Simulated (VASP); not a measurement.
# YNb (Fm-3m) in VASP: a series of runs, part 2 of 2

VASP 6.6.1. The steps go on from the part before.

**3. Band structure, PBE**

POSCAR

```
YNb
1.0
    0.0000000000      2.9577400000      2.9577400000
    2.9577400000      0.0000000000      2.9577400000
    2.9577400000      2.9577400000      0.0000000000
Y Nb
1 1
Direct
    0.5000000000      0.5000000000      0.5000000000
    0.0000000000      0.0000000000      0.0000000000
```

INCAR.step1

```
SYSTEM = YNb
  PREC = Accurate
  ENCUT = 600
  EDIFF = 1E-6
  ISMEAR = -1
  SIGMA = 0.05
  LREAL = .False.
  LASPH = .True.
  NELM = 60
  ALGO = Normal
  ISIF = 2
  LWAVE = .False.
  LCHARG = .True.
  LMAXMIX = 4
  GGA = PE
  NBANDS = 18
```

KPOINTS.step1

```
Automatic mesh
0
Gamma
  8 8 8
  0 0 0
```

INCAR.step2

```
SYSTEM = YNb
  PREC = Accurate
  ENCUT = 600
  EDIFF = 1E-6
  ISMEAR = 0
  SIGMA = 0.05
  LREAL = .False.
  LASPH = .True.
  NELM = 60
  ALGO = Normal
  ISIF = 2
  LWAVE = .False.
  LCHARG = .False.
  LMAXMIX = 4
  GGA = PE
  NBANDS = 18
  ICHARG = 11
```

KPOINTS.step2

```
path GXWKGLUWLK,UX
20
line-mode
reciprocal
 0.0000000000  0.0000000000  0.0000000000  G
 0.5000000000  0.0000000000  0.5000000000  X

 0.5000000000  0.0000000000  0.5000000000  X
 0.5000000000  0.2500000000  0.7500000000  W

 0.5000000000  0.2500000000  0.7500000000  W
 0.3750000000  0.3750000000  0.7500000000  K

 0.3750000000  0.3750000000  0.7500000000  K
 0.0000000000  0.0000000000  0.0000000000  G

 0.0000000000  0.0000000000  0.0000000000  G
 0.5000000000  0.5000000000  0.5000000000  L

 0.5000000000  0.5000000000  0.5000000000  L
 0.6250000000  0.2500000000  0.6250000000  U

 0.6250000000  0.2500000000  0.6250000000  U
 0.5000000000  0.2500000000  0.7500000000  W

 0.5000000000  0.2500000000  0.7500000000  W
 0.5000000000  0.5000000000  0.5000000000  L

 0.5000000000  0.5000000000  0.5000000000  L
 0.3750000000  0.3750000000  0.7500000000  K

 0.6250000000  0.2500000000  0.6250000000  U
 0.5000000000  0.0000000000  0.5000000000  X
```

Potentials or basis: VASP PAW PBE potentials, release 64 (Y_sv, Nb_pv).

Run with:

```
> cat potpaw_PBE.64/Y_sv/POTCAR potpaw_PBE.64/Nb_pv/POTCAR > POTCAR
> cp INCAR.step1 INCAR
> cp KPOINTS.step1 KPOINTS
> mpirun -np 1 vasp_std > vasp.out
> cp INCAR.step2 INCAR
> cp KPOINTS.step2 KPOINTS
> mpirun -np 1 vasp_std > vasp.out
```

OUTCAR:

```text
SYSTEM = YNb
   PREC = Accurate
   ENCUT = 600
   EDIFF = 1E-6
   ISMEAR = 0
   LREAL = .False.
   LASPH = .True.
   NELM = 60
   ISIF = 2
   GGA = PE
   ICHARG = 11

 ion  position               nearest neighbor table
   1  0.500  0.500  0.500-   2 2.96   2 2.96   2 2.96   2 2.96   2 2.96   2 2.96
   2  0.000  0.000  0.000-   1 2.96   1 2.96   1 2.96   1 2.96   1 2.96   1 2.96

  LATTYP: Found a face centered cubic cell.
 ALAT       =     5.9154800000

  Lattice vectors:

[... 687 lines left out ...]

  FORCE on cell =-STRESS in cart. coord.  units (eV):
  Direction    XX          YY          ZZ          XY          YZ          ZX
  --------------------------------------------------------------------------------------
  -------------------------------------------------------------------------------------
  Total       -2.0979224     -2.0979224     -2.0979224      0.0000000      0.0000000     -0.0000000
  in kB      -64.9516240    -64.9516240    -64.9516240      0.0000000      0.0000000     -0.0000000
  external PRESSURE =     -64.9516240 kB  Pullay stress =       0.0000000 kB

 VOLUME and BASIS-vectors are now :
 -----------------------------------------------------------------------------
  energy-cutoff  :      600.00
  volume of cell :       51.75
      direct lattice vectors                 reciprocal lattice vectors
     0.000000000  2.957740000  2.957740000    -0.169047989  0.169047989  0.169047989
     2.957740000  0.000000000  2.957740000     0.169047989 -0.169047989  0.169047989
     2.957740000  2.957740000  0.000000000     0.169047989  0.169047989 -0.169047989

 POSITION                                       TOTAL-FORCE (eV/Angst)
 -----------------------------------------------------------------------------------
      2.95774      2.95774      2.95774        -0.000000      0.000000     -0.000000
      0.00000      0.00000      0.00000         0.000000     -0.000000      0.000000
 -----------------------------------------------------------------------------------
    total drift:                                0.000000      0.000000      0.000000

  FREE ENERGIE OF THE ION-ELECTRON SYSTEM (eV)
  ---------------------------------------------------
  free  energy   TOTEN  =       -14.1508216281 eV

  energy  without entropy=      -14.1467964793  energy(sigma->0) =      -14.14880905
```

Run time: 93 s. Hardware: 1 thread of Intel Xeon Platinum 8488C (Sapphire Rapids), shared host; peak memory 0.42 GiB.

What came out:

- Band gap along the path: none (metal or under the smearing width)

Levels at the corners of the path, in eV from the Fermi level:
```
point  band 9  band 10  band 11  band 12  band 13  band 14
    Γ   -1.43    -1.43    -1.29    -1.29    -1.29     5.69
    X   -1.82    -0.68    -0.18     0.63     1.53     1.53
    X   -1.82    -0.68    -0.18     0.63     1.53     1.53
    W   -1.45    -0.96    -0.69     0.67     1.55     1.97
    W   -1.45    -0.96    -0.69     0.67     1.55     1.97
    K   -0.98    -0.52    -0.48    -0.07     1.13     2.65
    K   -0.98    -0.52    -0.48    -0.07     1.13     2.65
    Γ   -1.43    -1.43    -1.29    -1.29    -1.29     5.69
    Γ   -1.43    -1.43    -1.29    -1.29    -1.29     5.69
    L   -1.52     0.20     0.20     1.25     1.25     1.68
    L   -1.52     0.20     0.20     1.25     1.25     1.68
    U   -0.98    -0.52    -0.48    -0.07     1.13     2.65
    U   -0.98    -0.52    -0.48    -0.07     1.13     2.65
    W   -1.45    -0.96    -0.69     0.67     1.55     1.97
    W   -1.45    -0.96    -0.69     0.67     1.55     1.97
    L   -1.52     0.20     0.20     1.25     1.25     1.68
    L   -1.52     0.20     0.20     1.25     1.25     1.68
    K   -0.98    -0.52    -0.48    -0.07     1.13     2.65
    U   -0.98    -0.52    -0.48    -0.07     1.13     2.65
    X   -1.82    -0.68    -0.18     0.63     1.53     1.53
```

Caveat: the log is that of the step along the path at fixed density, whose energy, stress, charges and moments have no meaning.

**4. The reference run**

An earlier run on the cell as given: functional PBE; potentials or basis VASP PAW PBE potentials, release 64 (Y_sv, Nb_sv); cutoff 520 eV; k mesh 8 × 8 × 8; occupations fermi-dirac, width 0.05 eV; no spin polarisation.

- Pressure: -0.1 GPa
- Band gap on the k mesh: none (metal or under the smearing width)
